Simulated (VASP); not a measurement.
```xyz
3
Lattice="1.9398 -3.3599 0.0000 1.9398 3.3599 0.0000 0.0000 0.0000 6.5136" Properties=species:S:1:pos:R:3 pbc="T T T"
Sn     0.0000     0.0000     0.0000
Se     1.9398     1.1200     1.5897
Se     1.9398    -1.1200     4.9238
```

All values below come from SCAN meta-GGA, VASP's PBE PAW potentials (set 64) (plane waves; VASP). Run with 520 eV cut-off, 7×7×4 Γ-centred mesh, Gaussian smearing of 0.050 eV, potentials Sn_d Se.

**Question.** The ions and cell shape at fixed volume are relaxed. Give the cell that the relaxation ends in.

**Answer.** 
```xyz
3
Lattice="1.9235 -3.3316 0.0000 1.9235 3.3316 0.0000 0.0000 0.0000 6.6244" Properties=species:S:1:pos:R:3 pbc="T T T"
Sn     0.0000     0.0000     0.0000
Se     1.9235     1.1105     1.5744
Se     1.9235    -1.1105     5.0500
```
Space group P-3m1 (164), at a tolerance of 0.03 Å.

**Question.** How much energy does the relaxation gain?

**Answer.** The energy (σ→0) changes by -4.1 meV/atom, in 7 ionic steps.

The compound is SnSe2 in the 1T layered structure. This cell is one point of a volume scan, at 1.03 of the reference volume. Symmetry was kept, so distortions that lower it aren't found.
